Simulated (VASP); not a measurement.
# BeCdO2 (P4_12_12) in VASP: further runs

The runs below take BeCdO2 through relaxation of cell and atoms, with PBE.

All numbers are computed with VASP 6.6.1; they aren't measurements. Logs are shortened: lines on timing, memory, paths and dates and some standing lists are left out, and cuts for length are marked.

## 1. The structure

Symmetry: P4_12_12, No. 92, tetragonal system. The conventional cell has a = 5.210 Å, b = 5.210 Å, c = 6.537 Å, α = 90.00°, β = 90.00°, γ = 90.00°. Be (site symmetry 2) has 4 O at 1.66 to 1.71 Å as nearest neighbours. Cd (site symmetry 2) is surrounded by 4 O at 2.20 to 2.29 Å. Around O (site symmetry 1) lie 2 Be at 1.66 to 1.71 Å.

The cell was built by a generator and needn't be a form met in nature.

## 2. Relaxation of cell and atoms, PBE

INCAR reads:

```
  PREC = Accurate
  ENCUT = 520
  EDIFF = 1E-6
  ISMEAR = 0
  SIGMA = 0.03
  LREAL = False
  LASPH = True
  NELM = 120
  ALGO = Normal
  ISIF = 3
  LWAVE = False
  LCHARG = False
  GGA = PE
  IBRION = 2
  NSW = 90
  EDIFFG = -0.01
  KPAR = 8
```

KPOINTS reads:

```
regular mesh
0
Gamma
  6 6 4
```

POSCAR reads:

```
BeCdO2
1.0
    5.2100000000      0.0000000000      0.0000000000
    0.0000000000      5.2100000000      0.0000000000
    0.0000000000      0.0000000000      6.5370000000
Be Cd O
4 4 8
Direct
    0.1940499000      0.1940499000      0.0000000000
    0.6940499000      0.3059501000      0.7500000000
    0.3059501000      0.6940499000      0.2500000000
    0.8059501000      0.8059501000      0.5000000000
    0.3028790800      0.6971209200      0.7500000000
    0.1971209200      0.1971209200      0.5000000000
    0.8028790800      0.8028790800      0.0000000000
    0.6971209200      0.3028790800      0.2500000000
    0.2675623800      0.3748560500      0.1997858300
    0.3748560500      0.2675623800      0.8002141700
    0.8748560500      0.2324376200      0.9497858300
    0.7675623800      0.1251439500      0.5502141700
    0.2324376200      0.8748560500      0.0502141700
    0.1251439500      0.7675623800      0.4497858300
    0.6251439500      0.7324376200      0.3002141700
    0.7324376200      0.6251439500      0.6997858300
```

Potentials or basis: VASP PAW PBE potentials, release 64 (Be, Cd, O).

The run is started by

```sh
cat potpaw_PBE.64/Be/POTCAR potpaw_PBE.64/Cd/POTCAR potpaw_PBE.64/O/POTCAR > POTCAR
mpirun -np 8 vasp_std > vasp.out
```

OUTCAR:

```text
PREC = Accurate
   ENCUT = 520
   EDIFF = 1E-6
   ISMEAR = 0
   LREAL = False
   LASPH = True
   NELM = 120
   ISIF = 3
   GGA = PE
   IBRION = 2
   NSW = 90
   EDIFFG = -0.01

 ion  position               nearest neighbor table
   1  0.194  0.194  0.000-   9 1.66  10 1.66  11 1.71  13 1.71   7 2.88
   2  0.694  0.306  0.750-  11 1.66  12 1.66  10 1.71  16 1.71   5 2.88
   3  0.306  0.694  0.250-  13 1.66  14 1.66   9 1.71  15 1.71   8 2.88
   4  0.806  0.806  0.500-  15 1.66  16 1.66  12 1.71  14 1.71   6 2.88
   5  0.303  0.697  0.750-  13 2.20  14 2.20  10 2.29  16 2.29   2 2.88   6 3.12   7 3.12   6 3.12
                             7 3.12
   6  0.197  0.197  0.500-   9 2.20  10 2.20  12 2.29  14 2.29   4 2.88   5 3.12   8 3.12   5 3.12
                             8 3.12
   7  0.803  0.803  0.000-  15 2.20  16 2.20  11 2.29  13 2.29   1 2.88   5 3.12   8 3.12   8 3.12
                             5 3.12
   8  0.697  0.303  0.250-  11 2.20  12 2.20   9 2.29  15 2.29   3 2.88   6 3.12   7 3.12   7 3.12
                             6 3.12
   9  0.268  0.375  0.200-   1 1.66   3 1.71   6 2.20   8 2.29
  10  0.375  0.268  0.800-   1 1.66   2 1.71   6 2.20   5 2.29
  11  0.875  0.232  0.950-   2 1.66   1 1.71   8 2.20   7 2.29
  12  0.768  0.125  0.550-   2 1.66   4 1.71   8 2.20   6 2.29
  13  0.232  0.875  0.050-   3 1.66   1 1.71   5 2.20   7 2.29
  14  0.125  0.768  0.450-   3 1.66   4 1.71   5 2.20   6 2.29
  15  0.625  0.732  0.300-   4 1.66   3 1.71   7 2.20   8 2.29
  16  0.732  0.625  0.700-   4 1.66   2 1.71   7 2.20   5 2.29

  LATTYP: Found a simple tetragonal cell.
 ALAT       =     5.2100000000
 C/A-ratio  =     1.2547024952

  Lattice vectors:

 A1 = (   5.2100000000,   0.0000000000,   0.0000000000)
 A2 = (   0.0000000000,   5.2100000000,   0.0000000000)
 A3 = (   0.0000000000,   0.0000000000,   6.5370000000)

Analysis of symmetry for initial positions (statically):
=====================================================================
 Subroutine PRICEL returns:
 Original cell was already a primitive cell.

 Routine SETGRP: Setting up the symmetry group for a
 simple tetragonal supercell.

 Subroutine GETGRP returns: Found  8 space group operations
 (whereof  2 operations were pure point group operations)
 out of a pool of 16 trial point group operations.

The static configuration has the point symmetry C_2 .
 The point group associated with its full space group is D_4 .

Analysis of symmetry for dynamics (positions and initial velocities):
=====================================================================
 Subroutine PRICEL returns:
 Original cell was already a primitive cell.

 Routine SETGRP: Setting up the symmetry group for a
 simple tetragonal supercell.

 Subroutine GETGRP returns: Found  8 space group operations
 (whereof  2 operations were pure point group operations)
 out of a pool of 16 trial point group operations.

The dynamic configuration has the point symmetry C_2 .
 The point group associated with its full space group is D_4 .

 Subroutine INISYM returns: Found  8 space group operations
 (whereof  2 operations are pure point group operations),
 and found     1 'primitive' translations

----------------------------------------------------------------------------------------

                                     Primitive cell

  volume of cell :     177.4410

  direct lattice vectors                    reciprocal lattice vectors
     5.210000000  0.000000000  0.000000000     0.191938580  0.000000000  0.000000000
     0.000000000  5.210000000  0.000000000     0.000000000  0.191938580  0.000000000
     0.000000000  0.000000000  6.537000000     0.000000000  0.000000000  0.152975371

  length of vectors
     5.210000000  5.210000000  6.537000000     0.191938580  0.191938580  0.152975371

  position of ions in fractional coordinates (direct lattice)
     0.194049900  0.194049900  0.000000000
     0.694049900  0.305950100  0.750000000
     0.305950100  0.694049900  0.250000000
     0.805950100  0.805950100  0.500000000
     0.302879080  0.697120920  0.750000000
     0.197120920  0.197120920  0.500000000
[... 8 lines left out ...]
     0.625143950  0.732437620  0.300214170
     0.732437620  0.625143950  0.699785830

  ion indices of the primitive-cell ions
   primitive index   ion index
                 1           1
                 2           2
                 3           3
                 4           4
                 5           5
                 6           6
[... 8 lines left out ...]
                15          15
                16          16

----------------------------------------------------------------------------------------

 KPOINTS: regular mesh

Automatic generation of k-mesh.
 Grid dimensions read from file:
 generate k-points for:    6    6    4

 Generating k-lattice:

  Cartesian coordinates                     Fractional coordinates (reciprocal lattice)
     0.031989763  0.000000000  0.000000000     0.166666667  0.000000000  0.000000000
     0.000000000  0.031989763  0.000000000     0.000000000  0.166666667  0.000000000
     0.000000000  0.000000000  0.038243843     0.000000000  0.000000000  0.250000000

  Length of vectors
     0.031989763  0.031989763  0.038243843

  Shift w.r.t. Gamma in fractional coordinates (k-lattice)
     0.000000000  0.000000000  0.000000000

 Subroutine IBZKPT returns following result:
 ===========================================

 Found     30 irreducible k-points:

 Following reciprocal coordinates:
            Coordinates               Weight
  0.000000  0.000000  0.000000      1.000000
  0.166667  0.000000  0.000000      4.000000
  0.333333  0.000000  0.000000      4.000000
  0.500000  0.000000  0.000000      2.000000
  0.166667  0.166667  0.000000      4.000000
  0.333333  0.166667  0.000000      8.000000
[... 16 lines left out ...]
  0.333333  0.000000  0.500000      4.000000
  0.500000  0.000000  0.500000      2.000000
 [... further k-points ...]
   k-points           NKPTS =     30   k-points in BZ     NKDIM =     30   number of bands    NBANDS=     62
   number of dos      NEDOS =    301   number of ions     NIONS =     16
   total plane-waves  NPLWV =  80000
   dimension x,y,z NGX =    40 NGY =   40 NGZ =   50
   dimension x,y,z NGXF=    80 NGYF=   80 NGZF=  100
   ions per type =               4   4   8
   NGX,Y,Z   is equivalent  to a cutoff of  12.76, 12.76, 12.72 a.u.
   NGXF,Y,Z  is equivalent  to a cutoff of  25.53, 25.53, 25.43 a.u.
 SYSTEM =  unknown system
   PREC   = accura    normal or accurate (medium, high low for compatibility)
   ISTART =      0    job   : 0-new  1-cont  2-samecut
   ICHARG =      2    charge: 1-file 2-atom 10-const
   ISPIN  =      1    spin polarized calculation?
   LNONCOLLINEAR =      F non collinear calculations
   LSORBIT =      F    spin-orbit coupling
   LASPH  =      T    aspherical Exc in radial PAW
   ENCUT  =  520.0 eV  38.22 Ry    6.18 a.u.   9.69  9.69 12.15*2*pi/ulx,y,z
   NELM   =    120;   NELMIN=  2; NELMDL= -5     # of ELM steps
   EDIFF  = 0.1E-05   stopping-criterion for ELM
   LREAL  =      F    real-space projection
   EDIFFG = -.1E-01   stopping-criterion for IOM
   NSW    =     90    number of steps for IOM
   IBRION =      2    ionic relax: 0-MD 1-quasi-New 2-CG
   NFREE  =      1    steps in history (QN), initial steepest desc. (CG)
   ISIF   =      3    stress and relaxation
   ISYM   =      2    0-nonsym 1-usesym 2-fastsym
   POTIM  = 0.5000    time-step for ionic-motion
   TEBEG  =    0.0;   TEEND  =   0.0 temperature during run
   PSTRESS=    0.0 pullay stress
   NELECT =     104.0000    total number of electrons
   NUPDOWN=      -1.0000    fix difference up-down
   EMIN   =  10.00;   EMAX   =-10.00  energy-range for DOS
   EFERMI =   0.00;   METHOD = LEGACY
   ISMEAR =     0;   SIGMA  =   0.03  broadening in eV -4-tet -1-fermi 0-gaus
   EFERMI_NEDOS =   21; number of points for ismear=-14 and -15
   IALGO  =     38    algorithm
   IMIX   =      4    mixing-type and parameters
     AMIX     =   0.40;   BMIX     =  1.00
     AMIX_MAG =   1.60;   BMIX_MAG =  1.00
  volume/ion in A,a.u.               =      11.09        74.84
  Fermi-wavevector in a.u.,A,eV,Ry     =   1.370044  2.589008 25.538429  1.877022
  Thomas-Fermi vector in A             =   2.495866
   LORBIT       =      0    0 simple, 1 ext, 2 COOP (PROOUT), +10 PAW based schemes
   GGA     = PE    functional components
   LHFCALC =     F    Hartree Fock is set to
   AEXX    =    0.0000 exact exchange contribution
   IVDW    =     0    specifies the selected vdW correction
   LEPSILON=     F    determine dielectric tensor
   LRPA    =     F    only Hartree local field effects (RPA)
 conjugate gradient relaxation of ions
 non-spin polarized calculation
 Gauss-broadening in eV      SIGMA  =   0.03
  energy-cutoff  :      520.00
  volume of cell :      177.44
 maximum number of plane-waves:      4808
 NGX is ok and might be reduce to    40
   NGX = 19   NGY = 19   NGZ = 25

--------------------------------------- Ionic step        1  -------------------------------------------

 number of electron     104.0000026 magnetization

 Free energy of the ion-electron system (eV)
  ---------------------------------------------------
  ext. energy  EPLUGINS =         0.00000000
  ---------------------------------------------------
  free energy    TOTEN  =       -86.37619896 eV

  energy without entropy =      -86.37619896  energy(sigma->0) =      -86.37619896

------------------------ aborting loop because EDIFF is reached ----------------------------------------

  FORCE on cell =-STRESS in cart. coord.  units (eV):
  Direction    XX          YY          ZZ          XY          YZ          ZX
  --------------------------------------------------------------------------------------
  -------------------------------------------------------------------------------------
  Total        0.0610081      0.0610081     -0.0632682      0.0000000      0.0000000      0.0000000
  in kB        0.5508635      0.5508635     -0.5712705      0.0000000      0.0000000      0.0000000
  external PRESSURE =       0.1768188 kB  Pullay stress =       0.0000000 kB
[... 335 lines left out ...]
  energy  without entropy=      -86.3777601753  energy(sigma->0) =      -86.37776018

--------------------------------------- Ionic step        8  -------------------------------------------

 number of electron     104.0000021 magnetization

 Free energy of the ion-electron system (eV)
  ---------------------------------------------------
  ext. energy  EPLUGINS =         0.00000000
  ---------------------------------------------------
  free energy    TOTEN  =       -86.37780824 eV

  energy without entropy =      -86.37780824  energy(sigma->0) =      -86.37780824

 E-fermi :   1.8273     XC(G=0): -10.8659

 val. band max:        1.6453814708   @ k =   0.0000   0.0000   0.0000
 cond. band min:       2.9990655791   @ k =   0.0000   0.0000   0.0000
 fundamental gap:      1.3536841083
 Fermi energy:         1.8272826175

 k-point     1 :       0.0000    0.0000    0.0000
  band No.  band energies     occupation
      1     -15.9416      2.00000
      2     -15.2249      2.00000
      3     -15.2249      2.00000
      4     -14.7905      2.00000
      5     -14.7905      2.00000
      6     -14.7783      2.00000
[... 1549 lines left out ...]
     61      10.1894      0.00000
     62      10.1894      0.00000

 [... further k-points ...]

------------------------ aborting loop because EDIFF is reached ----------------------------------------

  FORCE on cell =-STRESS in cart. coord.  units (eV):
  Direction    XX          YY          ZZ          XY          YZ          ZX
  --------------------------------------------------------------------------------------
  -------------------------------------------------------------------------------------
  Total        0.0104006      0.0104006     -0.0466236     -0.0000000      0.0000000      0.0000000
  in kB        0.0938441      0.0938441     -0.4206833     -0.0000000      0.0000000      0.0000000
  external PRESSURE =      -0.0776650 kB  Pullay stress =       0.0000000 kB
[... 31 lines left out ...]
  FREE ENERGIE OF THE ION-ELECTRON SYSTEM (eV)
  ---------------------------------------------------
  free  energy   TOTEN  =       -86.3778082411 eV

  energy  without entropy=      -86.3778082411  energy(sigma->0) =      -86.37780824

 reached required accuracy - stopping structural energy minimisation
```

It took 4.7 min on 8 MPI ranks of Intel Xeon Platinum 8488C (Sapphire Rapids), shared host; peak memory 0.48 GiB.

What came out:

| Quantity | Value |
| --- | --- |
| Free energy | -86.3778 eV |
| Relaxed volume | 11.10 Å³/atom |
| Relaxed cell | a = 5.218 Å, b = 5.218 Å, c = 6.522 Å, α = 90.00°, β = 90.00°, γ = 90.00° |
| Space group after relaxing (to 0.05 Å) | P4_12_12 (No. 92) |
| Energy gained by relaxing | 0.1 meV/atom |
| Ionic steps | 8 |
| Pressure after relaxing | 0.0 GPa |
| Largest force after relaxing | 0.007 eV/Å |
| Band gap on the k mesh | 1.35 eV, direct |

Forces on the atoms (eV/Å):
```
Be  -0.003 -0.003  0.000
Be  -0.003  0.003  0.000
Be   0.003 -0.003  0.000
Be   0.003  0.003  0.000
Cd   0.002 -0.002  0.000
Cd  -0.002 -0.002  0.000
Cd   0.002  0.002  0.000
Cd  -0.002  0.002  0.000
O   -0.006 -0.001  0.003
O   -0.001 -0.006 -0.003
O   -0.001  0.006  0.003
O   -0.006  0.001 -0.003
O    0.006 -0.001 -0.003
O    0.001 -0.006  0.003
O    0.001  0.006 -0.003
O    0.006  0.001  0.003
```

Step by step:
```tsv
step	energy change (eV)	largest force (eV/Å)	pressure (GPa)	volume (Å³)
1	0.0000	0.0507	0.02	177.44
2	-0.0007	0.0227	-0.01	177.47
3	-0.0009	0.0311	-0.02	177.50
4	-0.0014	0.0173	0.02	177.47
5	-0.0015	0.0175	0.06	177.45
6	-0.0016	0.0121	-0.04	177.59
7	-0.0016	0.0109	-0.06	177.61
8	-0.0016	0.0072	-0.01	177.57
```

Final structure:
```yaml
crystal:
  lattice:
    - [5.21801, 0.00000, 0.00000]
    - [0.00000, 5.21801, 0.00000]
    - [0.00000, 0.00000, 6.52157]
  atoms:
    - { symbol: Be, position: [0.19461, 0.19461, 0.00000] }
    - { symbol: Be, position: [0.69461, 0.30539, 0.75000] }
    - { symbol: Be, position: [0.30539, 0.69461, 0.25000] }
    - { symbol: Be, position: [0.80539, 0.80539, 0.50000] }
    - { symbol: Cd, position: [0.30320, 0.69680, 0.75000] }
    - { symbol: Cd, position: [0.19680, 0.19680, 0.50000] }
    - { symbol: Cd, position: [0.80320, 0.80320, 0.00000] }
    - { symbol: Cd, position: [0.69680, 0.30320, 0.25000] }
    - { symbol: O, position: [0.26817, 0.37623, 0.19984] }
    - { symbol: O, position: [0.37623, 0.26817, 0.80016] }
    - { symbol: O, position: [0.87623, 0.23183, 0.94984] }
    - { symbol: O, position: [0.76817, 0.12377, 0.55016] }
    - { symbol: O, position: [0.23183, 0.87623, 0.05016] }
    - { symbol: O, position: [0.12377, 0.76817, 0.44984] }
    - { symbol: O, position: [0.62377, 0.73183, 0.30016] }
    - { symbol: O, position: [0.73183, 0.62377, 0.69984] }
```

Levels at points of the mesh, in eV from the valence-band top:
```tsv
k point	band 48	band 49	band 50	band 51	band 52	band 53	band 54	band 55	band 56	band 57
(0.00, 0.00, 0.00)	-0.51	-0.36	-0.32	-0.32	0.00	1.35	4.37	4.37	6.97	7.28
(0.50, 0.00, 0.00)	-0.60	-0.53	-0.53	-0.35	-0.35	3.35	3.35	5.14	5.14	6.82
(0.50, 0.50, 0.00)	-0.91	-0.22	-0.22	-0.14	-0.14	4.36	4.36	4.65	4.65	6.30
(0.00, 0.00, 0.50)	-0.74	-0.62	-0.62	-0.38	-0.38	3.05	3.05	5.71	5.71	7.29
(0.50, 0.00, 0.50)	-0.99	-0.46	-0.46	-0.10	-0.10	4.19	4.19	4.41	4.41	7.00
(0.50, 0.50, 0.50)	-0.95	-0.09	-0.09	-0.09	-0.09	4.90	4.90	4.90	4.90	6.27
```

A k mesh can miss the band edges.

## 3. Relaxation of cell and atoms, PBE

INCAR, as its differences from that of step 2:

```diff
@@ -2,3 +2,3 @@
   ENCUT = 520
-  EDIFF = 1E-6
+  EDIFF = 1E-7
   ISMEAR = 0
@@ -14,4 +14,5 @@
   IBRION = 2
-  NSW = 90
-  EDIFFG = -0.01
+  NSW = 60
+  EDIFFG = -0.005
+  POTIM = 0.3
   KPAR = 8
```

KPOINTS is that of step 2.

POSCAR reads:

```
BeCdO2                                  
1.0
    5.2180063689      0.0000000000      0.0000000000
    0.0000000000      5.2180063689     -0.0000000000
    0.0000000000      0.0000000000      6.5215686799
  Be              Cd              O             
     4     4     8
Direct
     0.1946106046915248    0.1946106046915248    1.0000000000000000
     0.6946106046915246    0.3053893953084752    0.7500000000000000
     0.3053893953084752    0.6946106046915246    0.2500000000000000
     0.8053893953084754    0.8053893953084754    0.5000000000000000
     0.3031982147139241    0.6968017852860759    0.7500000000000000
     0.1968017852860760    0.1968017852860760    0.5000000000000000
     0.8031982147139241    0.8031982147139241    0.0000000000000000
     0.6968017852860759    0.3031982147139241    0.2500000000000000
     0.2681675618262546    0.3762262959831811    0.1998354236515840
     0.3762262959831811    0.2681675618262546    0.8001645763484160
     0.8762262959831811    0.2318324381737454    0.9498354236515840
     0.7681675618262547    0.1237737040168189    0.5501645763484160
     0.2318324381737454    0.8762262959831811    0.0501645763484160
     0.1237737040168189    0.7681675618262547    0.4498354236515841
     0.6237737040168189    0.7318324381737453    0.3001645763484159
     0.7318324381737453    0.6237737040168189    0.6998354236515840
```

Potentials or basis: VASP PAW PBE potentials, release 64 (Be, Cd, O).

The run is started by

```sh
cat potpaw_PBE.64/Be/POTCAR potpaw_PBE.64/Cd/POTCAR potpaw_PBE.64/O/POTCAR > POTCAR
mpirun -np 8 vasp_std > vasp.out
```

It took 2.2 min on 8 MPI ranks of Intel Xeon Platinum 8488C (Sapphire Rapids), shared host; peak memory 0.47 GiB.

The run converged. Its results:

```yaml
Free_energy: -86.3779 eV
Energy_gained_by_relaxing: 0.0 meV/atom
Ionic_steps: 2
Pressure_after_relaxing: 0.0 GPa
Largest_force_after_relaxing: 0.005 eV/Å
Band_gap_on_the_k_mesh: 1.35 eV, direct
```

Forces in eV/Å, atoms in the order of the input:
```
Be  -0.002 -0.002  0.000
Be  -0.002  0.002  0.000
Be   0.002 -0.002  0.000
Be   0.002  0.002  0.000
Cd   0.003 -0.003  0.000
Cd  -0.003 -0.003  0.000
Cd   0.003  0.003  0.000
Cd  -0.003  0.003  0.000
O   -0.004  0.000  0.002
O    0.000 -0.004 -0.002
O    0.000  0.004  0.002
O   -0.004  0.000 -0.002
O    0.004  0.000 -0.002
O    0.000 -0.004  0.002
O    0.000  0.004 -0.002
O    0.004  0.000  0.002
```

Final structure:
```
Be Cd O
1.0
     5.21817    0.00000    0.00000
     0.00000    5.21817    0.00000
     0.00000    0.00000    6.52104
Be Cd O
4 4 8
Cartesian
  1.0154 1.0154 6.5210
  3.6245 1.5937 4.8908
  1.5937 3.6245 1.6303
  4.2028 4.2028 3.2605
  1.5822 3.6360 4.8908
  1.0269 1.0269 3.2605
  4.1913 4.1913 6.5210
  3.6360 1.5822 1.6303
  1.3992 1.9632 1.3032
  1.9632 1.3992 5.2178
  4.5723 1.2099 6.1940
  4.0082 0.6459 3.5875
  1.2099 4.5723 0.3270
  0.6459 4.0082 2.9335
  3.2550 3.8190 1.9573
  3.8190 3.2550 4.5638
```

Levels at points of the mesh, in eV from the valence-band top:
| k point | band 50 | band 51 | band 52 | band 53 | band 54 | band 55 |
| --- | --- | --- | --- | --- | --- | --- |
| (0.00, 0.00, 0.00) | -0.32 | -0.32 | 0.00 | 1.35 | 4.37 | 4.37 |
| (0.50, 0.00, 0.00) | -0.53 | -0.35 | -0.35 | 3.35 | 3.35 | 5.14 |
| (0.50, 0.50, 0.00) | -0.22 | -0.14 | -0.14 | 4.36 | 4.36 | 4.65 |
| (0.00, 0.00, 0.50) | -0.62 | -0.38 | -0.38 | 3.05 | 3.05 | 5.71 |
| (0.50, 0.00, 0.50) | -0.46 | -0.10 | -0.10 | 4.19 | 4.19 | 4.41 |
| (0.50, 0.50, 0.50) | -0.09 | -0.09 | -0.09 | 4.90 | 4.90 | 4.90 |

A k mesh can miss the band edges. PBE gaps usually lie below the measured ones, often by a third to a half.
